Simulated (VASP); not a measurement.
Output of a VASP run:

File OSZICAR:
```
       N       E                     dE             d eps       ncg     rms          rms(c)
DAV:   1     0.258821627358E+03    0.25882E+03   -0.17995E+04   800   0.158E+03
DAV:   2    -0.783904007087E+01   -0.26666E+03   -0.25675E+03  1068   0.389E+02
DAV:   3    -0.186237479029E+02   -0.10785E+02   -0.10750E+02   960   0.774E+01
DAV:   4    -0.189824235649E+02   -0.35868E+00   -0.35802E+00  1376   0.117E+01
DAV:   5    -0.189840503895E+02   -0.16268E-02   -0.16267E-02   928   0.805E-01    0.907E+00
DAV:   6    -0.167875664606E+02    0.21965E+01   -0.92850E+00   892   0.235E+01    0.425E+00
DAV:   7    -0.167707478247E+02    0.16819E-01   -0.27765E-01  1060   0.359E+00    0.271E+00
DAV:   8    -0.167595789234E+02    0.11169E-01   -0.69803E-02   940   0.283E+00    0.303E-01
DAV:   9    -0.167587603750E+02    0.81855E-03   -0.16224E-02  1004   0.927E-01    0.118E-01
DAV:  10    -0.167589350071E+02   -0.17463E-03   -0.12866E-03  1048   0.276E-01    0.654E-02
DAV:  11    -0.167589494620E+02   -0.14455E-04   -0.13877E-04   948   0.933E-02    0.189E-02
DAV:  12    -0.167589419823E+02    0.74797E-05   -0.50398E-05   928   0.495E-02    0.310E-03
DAV:  13    -0.167589420917E+02   -0.10944E-06   -0.97061E-07   976   0.849E-03    0.729E-04
DAV:  14    -0.167589420261E+02    0.65661E-07   -0.69974E-08   596   0.219E-03
   1 F= -.16758942E+02 E0= -.16758942E+02  d E =-.157928E-19
```

File OUTCAR:
```
------------------------ aborting loop because EDIFF is reached ----------------------------------------
  FORCE on cell =-STRESS in cart. coord.  units (eV):
  Direction    XX          YY          ZZ          XY          YZ          ZX
  --------------------------------------------------------------------------------------
  Total        2.0174534      2.0174534      2.0174534      0.0000000      0.0000000      0.0000000
  in kB       53.7215295     53.7215295     53.7215295      0.0000000      0.0000000      0.0000000
  external PRESSURE =      53.7215295 kB  Pullay stress =       0.0000000 kB
  volume of cell :       60.17
      direct lattice vectors                 reciprocal lattice vectors
     3.918518545  0.000000000  0.000000000     0.255198486  0.000000000  0.000000000
     0.000000000  3.918518545  0.000000000     0.000000000  0.255198486  0.000000000
     0.000000000  0.000000000  3.918518545     0.000000000  0.000000000  0.255198486
 POSITION                                       TOTAL-FORCE (eV/Angst)
 -----------------------------------------------------------------------------------
      0.00000      0.00000      0.00000         0.000000      0.000000      0.000000
      1.95926      1.95926      1.95926         0.000000      0.000000      0.000000
      1.95926      0.00000      1.95926         0.000000      0.000000      0.000000
      0.00000      1.95926      1.95926         0.000000      0.000000      0.000000
      1.95926      1.95926      0.00000         0.000000      0.000000      0.000000
 -----------------------------------------------------------------------------------
    total drift:                                0.000000      0.000000     -0.000000
  FREE ENERGIE OF THE ION-ELECTRON SYSTEM (eV)
  ---------------------------------------------------
  free  energy   TOTEN  =       -16.7589420261 eV

  energy  without entropy=      -16.7589420261  energy(sigma->0) =      -16.75894203
```
(Selected blocks of OUTCAR.)

**POSCAR**
```
KMgF3
1
    3.9185185454     0.0000000000     0.0000000000
    0.0000000000     3.9185185454     0.0000000000
    0.0000000000     0.0000000000     3.9185185454
K Mg F
1 1 3
Direct
  0.0000000000   0.0000000000   0.0000000000
  0.5000000000   0.5000000000   0.5000000000
  0.5000000000   0.0000000000   0.5000000000
  0.0000000000   0.5000000000   0.5000000000
  0.5000000000   0.5000000000   0.0000000000
```

Q: Write an INCAR and KPOINTS that could have produced this output.

A: Several could match; the one computed here: the input of the run itself, rev-vdW-DF2, plane waves, VASP's PBE PAW potentials (set 64).

INCAR:
```
# general
SYSTEM  =KMgF3
PREC    =Accurate
ENCUT   =520
LREAL   =.FALSE.   # projection in real space or not
LASPH   =.TRUE.   # aspherical one-centre terms

# electronic loop
EDIFF   =1E-7
NELM    =100   # most electronic steps
ALGO    =Normal

# smearing
ISMEAR  =0
SIGMA   =0.05

# functional
GGA     =MK
LUSE_VDW=.TRUE.
AGGAC   =0.0
PARAM1  =0.1234568
PARAM2  =0.7114
ZAB_VDW =-1.8867

# ions
ISIF    =2

# output
LWAVE   =.FALSE.
LCHARG  =.FALSE.
```

KPOINTS:
```
Regular mesh
0
gamma
 6 6 6
```

POTCAR, in this order: K_sv Mg F (PBE.64 set). Program: vasp_std.

The compound is KMgF3 in the cubic perovskite structure. This cell is one point of a volume scan, at 0.94 of the reference volume.
